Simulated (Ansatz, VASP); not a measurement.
**One calculation of Zn3Sb, two programs**

INCAR

```
PREC = Accurate ; ENCUT = 520
EDIFF = 1E-7 ; ISMEAR = -1
SIGMA = 0.05 ; LREAL = F
LASPH = T ; NELM = 60
ALGO = Normal ; ISIF = 2
LWAVE = F ; LCHARG = F
GGA = PE ; NBANDS = 28
```

Contents of KPOINTS:

```
regular mesh
0
Gamma
  9 9 9
```

File POSCAR:

```
Zn3Sb
1.0
   -2.0862167073      2.0862167073      4.2988889530
    2.0862167073     -2.0862167073      4.2988889530
    2.0862167073      2.0862167073     -4.2988889530
Sb Zn
1 3
Direct
    0.0000000000      0.0000000000      0.0000000000
    0.5000000000      0.5000000000      0.0000000000
    0.2500000000      0.7500000000      0.5000000000
    0.7500000000      0.2500000000      0.5000000000
```

File input.yaml:

```yaml
crystal:
  lattice:
    - [-2.0862167073, 2.0862167073, 4.298888953]
    - [2.0862167073, -2.0862167073, 4.298888953]
    - [2.0862167073, 2.0862167073, -4.298888953]
  atoms:
    - { symbol: Sb, position: [0.0, 0.0, 0.0] }
    - { symbol: Zn, position: [0.5, 0.5, 0.0] }
    - { symbol: Zn, position: [0.25, 0.75, 0.5] }
    - { symbol: Zn, position: [0.75, 0.25, 0.5] }
hamiltonian:
  xc: pbe
  pseudopotentials: { kind: paw }
kpoints:
  mp_grid: { grid: [9, 9, 9] }
scf:
  occupations: { method: fermi_dirac, width: 0.05 }
output:
  forces: true
  stress: true
  eigenvalues: true
```

Change from the starting cell: volume scaled by 1.02.

Alike in both runs: task single point; functional PBE; k mesh 9 × 9 × 9; occupations fermi-dirac, width 0.05 eV; no spin polarisation.

```csv
,VASP,Ansatz
version,VASP 6.6.1,Ansatz 0.2.0
potentials or method,"VASP PAW PBE potentials, release 64 (Sb, Zn)",Ansatz PAW
plane-wave cutoff (eV),520,420
valence electrons in the cell,41,51
```

VASP gave:

* gap on the k mesh at the Fermi level (eV): none
* pressure (GPa): 1.5
* largest component of the traceless stress (GPa): 0.13

Estimate Ansatz's values.

gap on the k mesh at the Fermi level (eV): none; pressure (GPa): 1.3; largest component of the traceless stress (GPa): 0.12.

A gap of «none» marks a metal or a gap that the smearing closes. The functional is the same, so the differences come from potentials, cutoffs and numerics. The two sets of potentials don't hold the same shells in valence.

Spin-orbit coupling is left out, which matters for the levels of Sb.
